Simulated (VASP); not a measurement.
# Tl3Ga3W (Pm-3m) in VASP: notebook

Aim: see how the results for Tl3Ga3W move with the level of theory and the settings. Levels: PBE, RPBE, LDA+U, PBE+D3(BJ). Tasks: relaxation of cell and atoms, relaxation of the atoms, electron localisation function.

Program: VASP 6.6.1. These are calculated values, not measurements. Logs are shortened: lines on timing, memory, paths and dates and some standing lists are left out, and cuts for length are marked.

### Step 1. The structure

The structure is cubic, space group Pm-3m (No. 221). Conventional cell: a = 5.614 Å, b = 5.614 Å, c = 5.614 Å, α = 90.00°, β = 90.00°, γ = 90.00°. Around Tl (site symmetry 4/mmm) lie 4 Ga at 2.81 Å. Ga (site symmetry 4/mmm) has 4 Tl at 2.81 Å and 2 W at 2.81 Å as nearest neighbours. Around W (site symmetry m-3m) lie 6 Ga at 2.81 Å.

The cell was built by a generator and needn't be a form met in nature.

### Step 2. Relaxation of cell and atoms, PBE

INCAR reads:

```
PREC = Accurate ; ENCUT = 600
EDIFF = 1E-6 ; ISMEAR = 1
SIGMA = 0.1 ; LREAL = False
LASPH = True ; NELM = 100
ALGO = Fast ; ISIF = 3
LWAVE = False ; LCHARG = False
GGA = PE ; IBRION = 2
NSW = 40 ; EDIFFG = -0.01
```

KPOINTS reads:

```
Automatic mesh
0
Gamma
  5 5 5
```

POSCAR reads:

```
Tl3Ga3W
1.0
    5.6141900000      0.0000000000      0.0000000000
    0.0000000000      5.6141900000      0.0000000000
    0.0000000000      0.0000000000      5.6141900000
Tl Ga W
3 3 1
Direct
    0.5000000000      0.0000000000      0.0000000000
    0.0000000000      0.5000000000      0.0000000000
    0.0000000000      0.0000000000      0.5000000000
    0.0000000000      0.5000000000      0.5000000000
    0.5000000000      0.0000000000      0.5000000000
    0.5000000000      0.5000000000      0.0000000000
    0.5000000000      0.5000000000      0.5000000000
```

Potentials or basis: VASP PAW PBE potentials, release 64 (Tl_d, Ga_d, W_sv).

The run is started by

```bash
cat potpaw_PBE.64/Tl_d/POTCAR potpaw_PBE.64/Ga_d/POTCAR potpaw_PBE.64/W_sv/POTCAR > POTCAR
mpirun -np 1 vasp_std > vasp.out
```

OUTCAR:

```text
PREC = Accurate
   ENCUT = 600
   EDIFF = 1E-6
   ISMEAR = 1
   LREAL = False
   LASPH = True
   NELM = 100
   ISIF = 3
   GGA = PE
   IBRION = 2
   NSW = 40
   EDIFFG = -0.01

 ion  position               nearest neighbor table
   1  0.500  0.000  0.000-   5 2.81   6 2.81   5 2.81   6 2.81   3 3.97   2 3.97   2 3.97   3 3.97
                             2 3.97   3 3.97   3 3.97   2 3.97
   2  0.000  0.500  0.000-   4 2.81   6 2.81   4 2.81   6 2.81   3 3.97   1 3.97   1 3.97   3 3.97
                             3 3.97   1 3.97   3 3.97   1 3.97
   3  0.000  0.000  0.500-   4 2.81   5 2.81   4 2.81   5 2.81   1 3.97   2 3.97   2 3.97   1 3.97
                             2 3.97   1 3.97   2 3.97   1 3.97
   4  0.000  0.500  0.500-   2 2.81   3 2.81   7 2.81   2 2.81   3 2.81   7 2.81
   5  0.500  0.000  0.500-   1 2.81   3 2.81   7 2.81   1 2.81   7 2.81   3 2.81
   6  0.500  0.500  0.000-   1 2.81   2 2.81   7 2.81   7 2.81   1 2.81   2 2.81
   7  0.500  0.500  0.500-   4 2.81   5 2.81   6 2.81   6 2.81   5 2.81   4 2.81

  LATTYP: Found a simple cubic cell.
 ALAT       =     5.6141900000

  Lattice vectors:

 A1 = (   5.6141900000,   0.0000000000,   0.0000000000)
 A2 = (   0.0000000000,   5.6141900000,   0.0000000000)
 A3 = (   0.0000000000,   0.0000000000,   5.6141900000)

Analysis of symmetry for initial positions (statically):
=====================================================================
 Subroutine PRICEL returns:
 Original cell was already a primitive cell.

 Routine SETGRP: Setting up the symmetry group for a
 simple cubic supercell.

 Subroutine GETGRP returns: Found 48 space group operations
 (whereof 48 operations were pure point group operations)
 out of a pool of 48 trial point group operations.

The static configuration has the point symmetry O_h .

Analysis of symmetry for dynamics (positions and initial velocities):
=====================================================================
 Subroutine PRICEL returns:
 Original cell was already a primitive cell.

 Routine SETGRP: Setting up the symmetry group for a
 simple cubic supercell.

 Subroutine GETGRP returns: Found 48 space group operations
 (whereof 48 operations were pure point group operations)
 out of a pool of 48 trial point group operations.

The dynamic configuration has the point symmetry O_h .

 Subroutine INISYM returns: Found 48 space group operations
 (whereof 48 operations are pure point group operations),
 and found     1 'primitive' translations

----------------------------------------------------------------------------------------

                                     Primitive cell

  volume of cell :     176.9544

  direct lattice vectors                    reciprocal lattice vectors
     5.614190000  0.000000000  0.000000000     0.178120085  0.000000000  0.000000000
     0.000000000  5.614190000  0.000000000     0.000000000  0.178120085  0.000000000
     0.000000000  0.000000000  5.614190000     0.000000000  0.000000000  0.178120085

  length of vectors
     5.614190000  5.614190000  5.614190000     0.178120085  0.178120085  0.178120085

  position of ions in fractional coordinates (direct lattice)
     0.500000000  0.000000000  0.000000000
     0.000000000  0.500000000  0.000000000
     0.000000000  0.000000000  0.500000000
     0.000000000  0.500000000  0.500000000
     0.500000000  0.000000000  0.500000000
     0.500000000  0.500000000  0.000000000
     0.500000000  0.500000000  0.500000000

  ion indices of the primitive-cell ions
   primitive index   ion index
                 1           1
                 2           2
                 3           3
                 4           4
                 5           5
[... 75 lines left out ...]
   EFERMI_NEDOS =   21; number of points for ismear=-14 and -15
   IALGO  =     68    algorithm
   IMIX   =      4    mixing-type and parameters
     AMIX     =   0.40;   BMIX     =  1.00
     AMIX_MAG =   1.60;   BMIX_MAG =  1.00
  volume/ion in A,a.u.               =      25.28       170.59
  Fermi-wavevector in a.u.,A,eV,Ry     =   1.316387  2.487611 23.577201  1.732875
  Thomas-Fermi vector in A             =   2.446503
   LORBIT       =      0    0 simple, 1 ext, 2 COOP (PROOUT), +10 PAW based schemes
   GGA     = PE    functional components
   LHFCALC =     F    Hartree Fock is set to
   AEXX    =    0.0000 exact exchange contribution
   IVDW    =     0    specifies the selected vdW correction
   LEPSILON=     F    determine dielectric tensor
   LRPA    =     F    only Hartree local field effects (RPA)
 conjugate gradient relaxation of ions
 non-spin polarized calculation
 RMM-DIIS sequential band-by-band and
 Methfessel and Paxton  Order N= 1 SIGMA  =   0.10
  energy-cutoff  :      600.00
  volume of cell :      176.95
 maximum number of plane-waves:      5930
 NGX is ok and might be reduce to    48
   NGX = 23   NGY = 23   NGZ = 23

--------------------------------------- Ionic step        1  -------------------------------------------

 number of electron      91.9999961 magnetization

 Free energy of the ion-electron system (eV)
  ---------------------------------------------------
  ext. energy  EPLUGINS =         0.00000000
  ---------------------------------------------------
  free energy    TOTEN  =       -24.14968990 eV

  energy without entropy =      -24.13696855  energy(sigma->0) =      -24.14544945

------------------------ aborting loop because EDIFF is reached ----------------------------------------

  FORCE on cell =-STRESS in cart. coord.  units (eV):
  Direction    XX          YY          ZZ          XY          YZ          ZX
  --------------------------------------------------------------------------------------
  -------------------------------------------------------------------------------------
  Total        0.0953269      0.0953269      0.0953269      0.0000000      0.0000000      0.0000000
  in kB        0.8631068      0.8631068      0.8631068      0.0000000      0.0000000      0.0000000
  external PRESSURE =       0.8631068 kB  Pullay stress =       0.0000000 kB

 VOLUME and BASIS-vectors are now :
 -----------------------------------------------------------------------------
  energy-cutoff  :      600.00
  volume of cell :      176.95
      direct lattice vectors                 reciprocal lattice vectors
     5.614190000  0.000000000  0.000000000     0.178120085  0.000000000  0.000000000
     0.000000000  5.614190000  0.000000000     0.000000000  0.178120085  0.000000000
     0.000000000  0.000000000  5.614190000     0.000000000  0.000000000  0.178120085

 POSITION                                       TOTAL-FORCE (eV/Angst)
 -----------------------------------------------------------------------------------
      2.80709      0.00000      0.00000         0.000000      0.000000      0.000000
      0.00000      2.80709      0.00000         0.000000      0.000000      0.000000
      0.00000      0.00000      2.80709         0.000000      0.000000      0.000000
      0.00000      2.80709      2.80709         0.000000      0.000000      0.000000
      2.80709      0.00000      2.80709         0.000000      0.000000      0.000000
      2.80709      2.80709      0.00000         0.000000      0.000000      0.000000
      2.80709      2.80709      2.80709         0.000000      0.000000      0.000000
 -----------------------------------------------------------------------------------
    total drift:                                0.000000      0.000000      0.000000

  FREE ENERGIE OF THE ION-ELECTRON SYSTEM (eV)
  ---------------------------------------------------
  free  energy   TOTEN  =       -24.1496898978 eV

  energy  without entropy=      -24.1369685514  energy(sigma->0) =      -24.14544945

--------------------------------------- Ionic step        2  -------------------------------------------

 number of electron      91.9999962 magnetization

 Free energy of the ion-electron system (eV)
  ---------------------------------------------------
  ext. energy  EPLUGINS =         0.00000000
  ---------------------------------------------------
  free energy    TOTEN  =       -24.14976830 eV

  energy without entropy =      -24.13704072  energy(sigma->0) =      -24.14552577

 E-fermi :   5.5154     XC(G=0): -10.1860

 val. band max:        5.4972770485   @ k =   0.4000   0.4000   0.4000
 cond. band min:       5.5304979997   @ k =   0.4000   0.2000   0.2000
 fundamental gap:      0.0332209512
 Fermi energy:         5.5153955477

 k-point     1 :       0.0000    0.0000    0.0000
  band No.  band energies     occupation
      1     -68.5137      2.00000
      2     -32.6573      2.00000
      3     -32.6573      2.00000
      4     -32.6573      2.00000
      5      -9.4388      2.00000
      6      -9.4388      2.00000
[... 569 lines left out ...]
     54      10.1152      0.00000
     55      10.1215      0.00000

------------------------ aborting loop because EDIFF is reached ----------------------------------------

  FORCE on cell =-STRESS in cart. coord.  units (eV):
  Direction    XX          YY          ZZ          XY          YZ          ZX
  --------------------------------------------------------------------------------------
  -------------------------------------------------------------------------------------
  Total       -0.0314908     -0.0314908     -0.0314908     -0.0000000     -0.0000000      0.0000000
  in kB       -0.2845623     -0.2845623     -0.2845623     -0.0000000     -0.0000000      0.0000000
  external PRESSURE =      -0.2845623 kB  Pullay stress =       0.0000000 kB

 VOLUME and BASIS-vectors are now :
 -----------------------------------------------------------------------------
  energy-cutoff  :      600.00
  volume of cell :      177.30
      direct lattice vectors                 reciprocal lattice vectors
     5.617878379 -0.000000000  0.000000000     0.178003142 -0.000000000  0.000000000
     0.000000000  5.617878379 -0.000000000     0.000000000  0.178003142 -0.000000000
     0.000000000  0.000000000  5.617878379    -0.000000000  0.000000000  0.178003142

 POSITION                                       TOTAL-FORCE (eV/Angst)
 -----------------------------------------------------------------------------------
      2.80894     -0.00000      0.00000        -0.000000     -0.000000      0.000000
      0.00000      2.80894     -0.00000        -0.000000     -0.000000      0.000000
      0.00000      0.00000      2.80894        -0.000000      0.000000      0.000000
      0.00000      2.80894      2.80894         0.000000      0.000000      0.000000
      2.80894      0.00000      2.80894        -0.000000      0.000000      0.000000
      2.80894      2.80894      0.00000        -0.000000     -0.000000      0.000000
      2.80894      2.80894      2.80894         0.000000      0.000000      0.000000
 -----------------------------------------------------------------------------------
    total drift:                                0.000000      0.000000      0.000000

  FREE ENERGIE OF THE ION-ELECTRON SYSTEM (eV)
  ---------------------------------------------------
  free  energy   TOTEN  =       -24.1497682964 eV

  energy  without entropy=      -24.1370407153  energy(sigma->0) =      -24.14552577

 reached required accuracy - stopping structural energy minimisation
```

It took 2.7 min on 1 thread of Intel Xeon 6975P-C (Granite Rapids), shared host; peak memory 0.4 GiB.

What came out:

| Property | Result |
| --- | --- |
| Free energy | -24.1498 eV |
| Relaxed volume | 25.33 Å³/atom |
| Relaxed cell | a = 5.618 Å, b = 5.618 Å, c = 5.618 Å, α = 90.00°, β = 90.00°, γ = 90.00° |
| Space group after relaxing (to 0.05 Å) | Pm-3m (No. 221) |
| Energy gained by relaxing | 0.0 meV/atom |
| Ionic steps | 2 |
| Pressure after relaxing | 0.0 GPa |
| Band gap on the k mesh | none (metal or under the smearing width) |

Final structure:
```xyz
7
Lattice="5.6179 0.0000 0.0000 0.0000 5.6179 0.0000 0.0000 0.0000 5.6179" Properties=species:S:1:pos:R:3 pbc="T T T"
Tl    2.8089    0.0000    0.0000
Tl    0.0000    2.8089    0.0000
Tl    0.0000    0.0000    2.8089
Ga    0.0000    2.8089    2.8089
Ga    2.8089    0.0000    2.8089
Ga    2.8089    2.8089    0.0000
W     2.8089    2.8089    2.8089
```

Levels at points of the mesh, in eV from the Fermi level:
```tsv
k point	band 44	band 45	band 46	band 47	band 48	band 49
(0.00, 0.00, 0.00)	-0.65	-0.65	-0.65	-0.16	-0.16	-0.16
```

### Step 3. Relaxation of the atoms, RPBE

INCAR reads:

```
SYSTEM = Tl3Ga3W
ALGO = Fast ; EDIFF = 1E-6
EDIFFG = -0.005 ; ENCUT = 520
GGA = RP ; IBRION = 2
ISIF = 2 ; ISMEAR = 1
LASPH = .TRUE. ; LCHARG = .FALSE.
LREAL = .FALSE. ; LWAVE = .FALSE.
NELM = 60 ; NSW = 40
PREC = Accurate ; SIGMA = 0.1
```

KPOINTS reads:

```
k-points
0
G
  5 5 5
  0 0 0
```

POSCAR is that of step 2.

Potentials or basis: VASP PAW PBE potentials, release 64 (Tl_d, Ga_d, W_sv).

The run is started by

```bash
cat potpaw_PBE.64/Tl_d/POTCAR potpaw_PBE.64/Ga_d/POTCAR potpaw_PBE.64/W_sv/POTCAR > POTCAR
mpirun -np 1 vasp_std > vasp.out
```

Run time: 82 s. Hardware: 1 thread of Intel Xeon 6975P-C (Granite Rapids), shared host; peak memory 0.31 GiB.

It converged, with:

| Quantity | Value |
| --- | --- |
| Free energy | -21.2985 eV |
| Pressure after relaxing | 2.0 GPa |
| Band gap on the k mesh | none (metal or under the smearing width) |

Final structure:
```
Tl Ga W
1.0
     5.61419    0.00000    0.00000
     0.00000    5.61419    0.00000
     0.00000    0.00000    5.61419
Tl Ga W
3 3 1
Direct
  0.50000 0.00000 0.00000
  0.00000 0.50000 0.00000
  0.00000 0.00000 0.50000
  0.00000 0.50000 0.50000
  0.50000 0.00000 0.50000
  0.50000 0.50000 0.00000
  0.50000 0.50000 0.50000
```

Levels at points of the mesh, in eV from the Fermi level:
```tsv
k point	band 43	band 44	band 45	band 46	band 47	band 48	band 49	band 50
(0.00, 0.00, 0.00)	-2.66	-0.65	-0.65	-0.65	-0.17	-0.17	-0.17	1.59
```

Caveat: the relaxation stopped at its first step, so nothing moved; the PAW data sets were made with another functional, which shifts forces and pressure a little.

(Part 1 of 3 ends here.)
